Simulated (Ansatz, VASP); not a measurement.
# MgB2: VASP beside Ansatz

Wanted: the spread between two codes on one cell, functional and k mesh. The cell is taken from a series of VASP runs on this material, whose earlier steps may have relaxed, scaled or displaced it; both programs get it as it stands.

Calculated with Ansatz 0.2.0; plane waves, with VASP 6.6.1 beside it; zone-centre phonons at LDA.

## 1. The structure

It takes space group P6/mmm (No. 191, hexagonal). Conventional cell: a = 3.041 Å, b = 3.041 Å, c = 3.427 Å, α = 90.00°, β = 90.00°, γ = 120.00°. Nearest to Mg lie 12 B at 2.45 Å. Nearest to B lie 3 B at 1.76 Å and 6 Mg at 2.45 Å. Farther neighbours are not listed.

Structure file:

```
Mg B
1.0
     3.04089    0.00000    0.00000
    -1.52044    2.63348    0.00000
     0.00000    0.00000    3.42745
Mg B
1 2
Direct
  0.00000 0.00000 0.00000
  0.33333 0.66667 0.50000
  0.66667 0.33333 0.50000
```

## 2. VASP: zone-centre phonons, LDA

Second derivatives magnify differences that forces hide, and they need a tight electronic threshold.

Lines of VASP's logs that name or quote its potential files are left out, and so is its time.

INCAR

```
SYSTEM = MgB2
PREC = Accurate
ENCUT = 420
EDIFF = 1E-08
NELM = 100
ISMEAR = 1
SIGMA = 0.2
LREAL = .FALSE.
ALGO = Normal
GGA = CA
NBANDS = 10
LORBIT = 11
LWAVE = .FALSE.
LCHARG = .FALSE.
KPAR = 2
IBRION = 8
ISIF = 2
```

POSCAR

```
MgB2
1.0
    3.0408864453      0.0000000000      0.0000000000
   -1.5204432227      2.6334849117      0.0000000000
    0.0000000000      0.0000000000      3.4274495848
Mg B
1 2
Direct
    0.0000000000      0.0000000000      0.0000000000
    0.3333333333      0.6666666667      0.5000000000
    0.6666666667      0.3333333333      0.5000000000
```

KPOINTS

```
Automatic mesh
0
Gamma
15 15 11
0 0 0
```

PAW data sets: Mg and B (LDA family, release 64).

On the command line:

```bash
> mpirun -np 2 vasp_std
```

Numbers of over 12 decimals in the logs are rounded to 6 here.

The program printed:

```text
[banner, memory and clock lines left out]
running    2 mpi-ranks, on    1 nodes
 distrk:  each k-point on    1 cores,    2 groups
 distr:  one band on    1 cores,    1 groups

 POSCAR found type information on POSCAR MgB
 POSCAR found :  2 types and       3 ions
 LDA part: xc-table for (Slater(with rela. corr.)+CA(PZ))
 , standard interpolation
 POSCAR, INCAR and KPOINTS ok, starting setup
 FFT: planning ... GRIDC
 FFT: planning ... GRID_SOFT
 FFT: planning ... GRID
 WAVECAR not read
 entering main loop
       N       E                     dE             d eps       ncg     rms          rms(c)
DAV:   1    -0.131623411848E+01   -0.13162E+01   -0.34993E+03  3530   0.564E+02
DAV:   2    -0.187889748774E+02   -0.17473E+02   -0.16216E+02  4300   0.985E+01
DAV:   3    -0.191833532238E+02   -0.39438E+00   -0.39330E+00  4258   0.125E+01
DAV:   4    -0.191840759909E+02   -0.72277E-03   -0.72272E-03  4098   0.561E-01
DAV:   5    -0.191840775125E+02   -0.15215E-05   -0.15216E-05  4044   0.251E-02    0.532E+00
DAV:   6    -0.175719536055E+02    0.16121E+01   -0.22043E+00  3610   0.733E+00    0.239E+00
DAV:   7    -0.172924300963E+02    0.27952E+00   -0.11385E+00  3714   0.524E+00    0.684E-01
DAV:   8    -0.172916115862E+02    0.81851E-03   -0.10854E-01  3510   0.188E+00    0.386E-01
DAV:   9    -0.172837282979E+02    0.78833E-02   -0.17611E-02  3548   0.647E-01    0.579E-02
DAV:  10    -0.172836360984E+02    0.92200E-04   -0.87515E-04  4214   0.178E-01    0.194E-02
DAV:  11    -0.172836333426E+02    0.27558E-05   -0.25622E-05  3656   0.331E-02    0.495E-03
DAV:  12    -0.172836318792E+02    0.14634E-05   -0.75626E-06  3748   0.133E-02    0.136E-03
DAV:  13    -0.172836318019E+02    0.77335E-07   -0.22093E-07  3726   0.296E-03    0.348E-04
DAV:  14    -0.172836317974E+02    0.44691E-08   -0.24031E-08  3724   0.881E-04
   1 F= -.17283632E+02 E0= -.17282856E+02  d E =-.232881E-02
 Linear response reoptimize wavefunctions to high precision
DAV:   1    -0.172836317974E+02   -0.40075E-10   -0.59994E-10  2532   0.167E-04
 Linear response DOF=           4
 Linear response progress:
  Degree of freedom:   1/  4
       N       E                     dE             d eps       ncg     rms          rms(c)
RMM:   1    -0.213092255712E-02   -0.21309E-02   -0.24064E-03 15711   0.351E-01
RMM:   2    -0.196385001327E-02    0.16707E-03   -0.84145E-05 12200   0.612E-02    0.292E-02
RMM:   3    -0.195185559287E-02    0.11994E-04   -0.89901E-06 12635   0.175E-02    0.161E-02
RMM:   4    -0.196039708771E-02   -0.85415E-05   -0.91591E-06 12378   0.172E-02    0.256E-03
RMM:   5    -0.196029652770E-02    0.10056E-06   -0.81903E-08 12881   0.212E-03    0.122E-04
RMM:   6    -0.196032172570E-02   -0.25198E-07   -0.77432E-10 13067   0.128E-04    0.711E-05
RMM:   7    -0.196039119287E-02   -0.69467E-07   -0.57378E-10 13409   0.630E-05    0.571E-06
RMM:   8    -0.196036952531E-02    0.21668E-07   -0.74574E-10 13653   0.223E-05    0.284E-06
RMM:   9    -0.196038958252E-02   -0.20057E-07   -0.32557E-10 12413   0.160E-05    0.428E-07
RMM:  10    -0.196039238455E-02   -0.28020E-08   -0.45777E-10  8883   0.133E-05    0.444E-08
 first order change of Fermi-energy   0.29789E-04
 force on displaced ion       1 direction 1 :  -5.335   0.000   0.000
 Linear response progress:
  Degree of freedom:   2/  4
       N       E                     dE             d eps       ncg     rms          rms(c)
RMM:   1    -0.348600397016E-02   -0.34860E-02    0.11824E-02  6660   0.555E-01
RMM:   2    -0.344736764908E-02    0.38636E-04   -0.99468E-05  5168   0.694E-02    0.593E-02
RMM:   3    -0.332473839451E-02    0.12263E-03   -0.11260E-04  5091   0.549E-02    0.248E-02
RMM:   4    -0.334377539580E-02   -0.19037E-04   -0.41024E-05  5139   0.325E-02    0.454E-03
RMM:   5    -0.334316067870E-02    0.61472E-06   -0.18883E-07  5280   0.347E-03    0.201E-04
RMM:   6    -0.334338835299E-02   -0.22767E-06   -0.21440E-09  5334   0.241E-04    0.105E-04
RMM:   7    -0.334343855234E-02   -0.50199E-07   -0.91294E-10  5390   0.956E-05    0.937E-06
RMM:   8    -0.334346625690E-02   -0.27705E-07   -0.71685E-10  5542   0.281E-05    0.367E-06
RMM:   9    -0.334348112697E-02   -0.14870E-07   -0.71536E-10  5426   0.171E-05    0.501E-07
RMM:  10    -0.334345522330E-02    0.25904E-07   -0.70514E-10  3756   0.133E-05    0.965E-08
 first order change of Fermi-energy   0.12686E-03
 force on displaced ion       1 direction 3 :  -0.000  -0.000  -7.592
 Linear response progress:
  Degree of freedom:   3/  4
       N       E                     dE             d eps       ncg     rms          rms(c)
RMM:   1    -0.476314784889E-01   -0.47631E-01    0.29900E-03 31056   0.118E+00
RMM:   2    -0.456532432849E-01    0.19782E-02   -0.10148E-03 21540   0.205E-01    0.218E-01
RMM:   3    -0.455054330083E-01    0.14781E-03   -0.80464E-04 21099   0.164E-01    0.103E-01
RMM:   4    -0.464632100881E-01   -0.95778E-03   -0.52109E-04 21311   0.129E-01    0.133E-02
RMM:   5    -0.464864319439E-01   -0.23222E-04   -0.34819E-06 22874   0.114E-02    0.120E-03
RMM:   6    -0.464894701190E-01   -0.30382E-05   -0.32403E-09 23324   0.105E-03    0.496E-04
RMM:   7    -0.464875315786E-01    0.19385E-05   -0.59541E-09 24243   0.543E-04    0.619E-05
RMM:   8    -0.464880665282E-01   -0.53495E-06   -0.34423E-08 24711   0.141E-04    0.242E-05
RMM:   9    -0.464877334243E-01    0.33310E-06   -0.16991E-08 24599   0.104E-04    0.171E-06
RMM:  10    -0.464877563654E-01   -0.22941E-07   -0.16903E-08 24511   0.736E-05    0.696E-07
RMM:  11    -0.464877363060E-01    0.20059E-07   -0.20059E-08 19266   0.709E-05    0.184E-07
RMM:  12    -0.464877487733E-01   -0.12467E-07   -0.17324E-08 15076   0.705E-05    0.357E-08
 first order change of Fermi-energy  -0.32025E-04
 force on displaced ion       2 direction 1 :  -7.727   0.003   0.000
 Linear response progress:
  Degree of freedom:   4/  4
       N       E                     dE             d eps       ncg     rms          rms(c)
RMM:   1    -0.420043413458E-01   -0.42004E-01    0.41605E-02 10778   0.111E+00
RMM:   2    -0.424202599458E-01   -0.41592E-03   -0.35475E-04  8043   0.126E-01    0.133E-01
RMM:   3    -0.421846468586E-01    0.23561E-03   -0.41748E-04  7741   0.117E-01    0.598E-02
RMM:   4    -0.425187640252E-01   -0.33412E-03   -0.20784E-04  8006   0.778E-02    0.129E-02
RMM:   5    -0.425262453214E-01   -0.74813E-05   -0.32109E-06  8535   0.115E-02    0.173E-03
RMM:   6    -0.425280888498E-01   -0.18435E-05   -0.92234E-08  8759   0.155E-03    0.818E-04
RMM:   7    -0.425224444315E-01    0.56444E-05   -0.33959E-08  8464   0.581E-04    0.316E-05
RMM:   8    -0.425226447121E-01   -0.20028E-06   -0.28626E-08  9223   0.118E-04    0.151E-05
RMM:   9    -0.425226636825E-01   -0.18970E-07   -0.31586E-08  9210   0.870E-05    0.739E-07
RMM:  10    -0.425226771177E-01   -0.13435E-07   -0.16069E-08  7597   0.781E-05    0.369E-07
RMM:  11    -0.425226475009E-01    0.29617E-07   -0.28879E-08  6247   0.778E-05    0.695E-08
 first order change of Fermi-energy   0.32638E-04
 force on displaced ion       2 direction 3 :   0.000  -0.000 -11.978
 Linear response finished
```

From OUTCAR (step 2):

```text
ion  position               nearest neighbor table
   1  0.000  0.000  0.000-   2 2.45   3 2.45   2 2.45   3 2.45   3 2.45   3 2.45   2 2.45   2 2.45
                             3 2.45   3 2.45   2 2.45   2 2.45
   2  0.333  0.667  0.500-   3 1.76   3 1.76   3 1.76   1 2.45   1 2.45   1 2.45   1 2.45   1 2.45
                             1 2.45
   3  0.667  0.333  0.500-   2 1.76   2 1.76   2 1.76   1 2.45   1 2.45   1 2.45   1 2.45   1 2.45
                             1 2.45

  LATTYP: Found a hexagonal cell.
 ALAT       =     3.0408864453
 C/A-ratio  =     1.1271218595

 Subroutine GETGRP returns: Found 24 space group operations
 (whereof 24 operations were pure point group operations)

The static configuration has the point symmetry D_6h.

 Found    162 irreducible k-points:

   k-points           NKPTS =    162   k-points in BZ     NKDIM =    162   number of bands    NBANDS=     10

   dimension x,y,z NGX =    20 NGY =   20 NGZ =   24
   dimension x,y,z NGXF=    40 NGYF=   40 NGZF=   48

   ENCUT  =  420.0 eV  30.87 Ry    5.56 a.u.   5.08  5.08  5.73*2*pi/ulx,y,z

   NELECT =       8.0000    total number of electrons

 k-points in reciprocal lattice and weights: Automatic mesh
   0.00000000  0.00000000  0.00000000       0.000
   0.06666667  0.00000000  0.00000000       0.002
   0.13333333  0.00000000  0.00000000       0.002
   0.20000000  0.00000000  0.00000000       0.002
   0.26666667  0.00000000  0.00000000       0.002
   0.33333333  0.00000000  0.00000000       0.002
   0.40000000 -0.00000000  0.00000000       0.002
   0.46666667 -0.00000000  0.00000000       0.002
   0.06666667  0.06666667  0.00000000       0.002
[...]
0.33333333  0.26666667  0.45454545       0.010
   0.33333333  0.33333333  0.45454545       0.002

 average (electrostatic) potential at core
       1 -35.2062       2 -30.8856       3 -30.8856

  Total       -0.1844832     -0.1844832      0.2616107      0.0000000     -0.0000000      0.0000000
  in kB      -10.7687479    -10.7687479     15.2708765      0.0000000     -0.0000000      0.0000000
  external PRESSURE =      -2.0888731 kB  Pullay stress =       0.0000000 kB

  energy-cutoff  :      420.00
  volume of cell :       27.45
      direct lattice vectors                 reciprocal lattice vectors
     3.040886445  0.000000000  0.000000000     0.328851477  0.189862489  0.000000000
    -1.520443223  2.633484912  0.000000000     0.000000000  0.379724978  0.000000000
     0.000000000  0.000000000  3.427449585     0.000000000  0.000000000  0.291762133

 POSITION                                       TOTAL-FORCE (eV/Angst)
 -----------------------------------------------------------------------------------
      0.00000      0.00000      0.00000        -0.000000      0.000000      0.000000
     -0.00000      1.75566      1.71372        -0.000000      0.000000     -0.000000
      1.52044      0.87783      1.71372         0.000000      0.000000      0.000000
 -----------------------------------------------------------------------------------
    total drift:                                0.000000     -0.000000     -0.000000

 Eigenvectors and eigenvalues of the dynamical matrix
 ----------------------------------------------------

   1 f  =   21.347451 THz   134.129990 2PiTHz  712.074315 cm-1    88.285923 meV
             X         Y         Z           dx          dy          dz
      0.000000  0.000000  0.000000     0.000000    0.000000   -0.000000
     -0.000000  1.755657  1.713725     0.000000    0.000000   -0.707107
      1.520443  0.877828  1.713725    -0.000000   -0.000000    0.707107

   2 f  =   16.994748 THz   106.781152 2PiTHz  566.883779 cm-1    70.284599 meV
             X         Y         Z           dx          dy          dz
      0.000000  0.000000  0.000000    -0.000000    0.000000   -0.000000
     -0.000000  1.755657  1.713725     0.282596   -0.648182    0.000000
      1.520443  0.877828  1.713725    -0.282596    0.648182    0.000000

   3 f  =   16.994748 THz   106.781152 2PiTHz  566.883779 cm-1    70.284599 meV
             X         Y         Z           dx          dy          dz
      0.000000  0.000000  0.000000     0.000000   -0.000000   -0.000000
     -0.000000  1.755657  1.713725    -0.648182   -0.282596    0.000000
      1.520443  0.877828  1.713725     0.648182    0.282596    0.000000

   4 f  =   12.736332 THz    80.024732 2PiTHz  424.838296 cm-1    52.673212 meV
             X         Y         Z           dx          dy          dz
      0.000000  0.000000  0.000000     0.000000    0.000000    0.686029
     -0.000000  1.755657  1.713725    -0.000000   -0.000000   -0.514473
      1.520443  0.877828  1.713725    -0.000000   -0.000000   -0.514473

   5 f  =   10.686040 THz    67.142372 2PiTHz  356.447940 cm-1    44.193892 meV
             X         Y         Z           dx          dy          dz
      0.000000  0.000000  0.000000     0.273937   -0.628311    0.000000
     -0.000000  1.755657  1.713725    -0.205771    0.471964   -0.000000
      1.520443  0.877828  1.713725    -0.205771    0.471964   -0.000000

   6 f  =   10.686040 THz    67.142372 2PiTHz  356.447940 cm-1    44.193892 meV
             X         Y         Z           dx          dy          dz
      0.000000  0.000000  0.000000     0.628311    0.273937   -0.000000
     -0.000000  1.755657  1.713725    -0.471964   -0.205771    0.000000
      1.520443  0.877828  1.713725    -0.471964   -0.205771    0.000000

   7 f/i=    0.001979 THz     0.012436 2PiTHz    0.066022 cm-1     0.008186 meV
             X         Y         Z           dx          dy          dz
      0.000000  0.000000  0.000000     0.000000   -0.000000   -0.727574
     -0.000000  1.755657  1.713725     0.000000   -0.000000   -0.485096
      1.520443  0.877828  1.713725     0.000000   -0.000000   -0.485096

   8 f/i=    0.010431 THz     0.065542 2PiTHz    0.347954 cm-1     0.043141 meV
             X         Y         Z           dx          dy          dz
      0.000000  0.000000  0.000000    -0.629526    0.365897   -0.000000
     -0.000000  1.755657  1.713725    -0.419034    0.243554   -0.000000
      1.520443  0.877828  1.713725    -0.419034    0.243554   -0.000000

   9 f/i=    0.010431 THz     0.065542 2PiTHz    0.347954 cm-1     0.043141 meV
             X         Y         Z           dx          dy          dz
      0.000000  0.000000  0.000000    -0.365897   -0.629526    0.000000
     -0.000000  1.755657  1.713725    -0.243554   -0.419034    0.000000
      1.520443  0.877828  1.713725    -0.243554   -0.419034    0.000000

 ELASTIC MODULI CONTR FROM IONIC RELAXATION (kBar)
 Direction    XX          YY          ZZ          XY          YZ          ZX
 --------------------------------------------------------------------------------
 XX        -108.7874    108.7874     -0.0000      0.0000      0.0000      0.0000
 YY         108.7874   -108.7874     -0.0000      0.0000     -0.0000     -0.0000
 ZZ          -0.0000     -0.0000     -0.0000      0.0000      0.0000      0.0000
 XY           0.0000      0.0000      0.0000   -108.7874     -0.0000     -0.0000
 YZ           0.0000     -0.0000      0.0000     -0.0000     -0.0000     -0.0000
 ZX           0.0000     -0.0000      0.0000     -0.0000     -0.0000     -0.0000
 --------------------------------------------------------------------------------
```

Energies printed during the response cycles are not total energies of the cell.

[end of part 1 of 2]

[Lines on the potential files, build, host, timing and source positions are cut from VASP's logs without a mark.]

[Logs are printed without paths, hosts, clocks, repeated set-up lines and the standing remarks that a program may print on its own settings, such as how far it seeks lower states.]

[Hosts, paths, dates, database ids (printed as entryN), source tags and the programs' standing remarks are cut or masked in the printed files.]
